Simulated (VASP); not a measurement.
An input for Quantum ESPRESSO's pw.x (written as the equivalent of a VASP run, and not itself run):

```
&CONTROL
  calculation = 'scf'
  pseudo_dir = './pseudo'
  outdir = './out'
  tprnfor = .true.
  tstress = .false.
/
&SYSTEM
  ibrav = 0
  nat = 2
  ntyp = 2
  ecutwfc = 82.3
  occupations = 'smearing'
  smearing = 'gaussian'
  degauss = 0.000735
  input_dft = 'hse'
  nqx1 = 2
  nqx2 = 2
  nqx3 = 2
  screening_parameter = 0.1058
/
&ELECTRONS
  conv_thr = 7.3e-08
  electron_maxstep = 100
/
ATOMIC_SPECIES
  Sr 87.620 Sr.upf
  Te 127.600 Te.upf
CELL_PARAMETERS angstrom
     0.0000000    3.3558350    3.3558350
     3.3558350    0.0000000    3.3558350
     3.3558350    3.3558350    0.0000000
ATOMIC_POSITIONS crystal
  Sr  -0.0224710  0.0050830 -0.0013090
  Te   0.5224710  0.4949170  0.5013090
K_POINTS automatic
  2 2 2 0 0 0
```

Task: Translate this input to VASP (INCAR, KPOINTS, POSCAR, choice of POTCAR).

Result: Several could match; the one computed here: 
### KPOINTS
```
Automatic mesh
0
Gamma
 2 2 2
```

INCAR:
```
SIGMA  =  0.01
ISMEAR  =  0
LASPH  =  .True.
PRECFOCK  =  Fast
LMAXMIX  =  4
ISYM  =  3
LWAVE  =  .False.
PREC  =  Accurate
HFSCREEN  =  0.2
EDIFF  =  1E-6   ! SCF stop (eV)
SYSTEM  =  SrTe
NELM  =  100   ! most electronic steps
LREAL  =  .False.   ! projection in real space or not
ISIF  =  2   ! forces and stress, cell fixed
GGA  =  PE
ALGO  =  Normal   ! blocked Davidson
LHFCALC  =  .True.
LCHARG  =  .False.
AEXX  =  0.25
ENCUT  =  300   ! plane-wave cut-off (eV)
```

### POSCAR
```
SrTe
1
    0.0000000000     3.3558350000     3.3558350000
    3.3558350000     0.0000000000     3.3558350000
    3.3558350000     3.3558350000     0.0000000000
Sr Te
1 1
Direct
 -0.0224710000   0.0050830000  -0.0013090000
  0.5224710000   0.4949170000   0.5013090000
```

POTCAR, in this order: Sr_sv Te (PBE.64 set). Program: vasp_std.

What does not carry over: the potentials are each code's own (VASP's PAW set, PseudoDojo norm-conserving files in pw.x), so ENCUT and ecutwfc are chosen apart and not converted; conv_thr bounds pw.x's estimated SCF error, while EDIFF bounds the energy change between steps.

The structure comes from a computed database's SrTe entry; how it stands against other phases isn't given here. The cell was not relaxed at this level, atoms are displaced from their ideal sites. The k-mesh is coarse (spacing up to 0.81 per Å, 2π included), so the numbers may not be converged in it. The run is one of a series of settings (KPOINTS 2×2×2 Γ-centred mesh against the base run), some of them coarse on purpose.
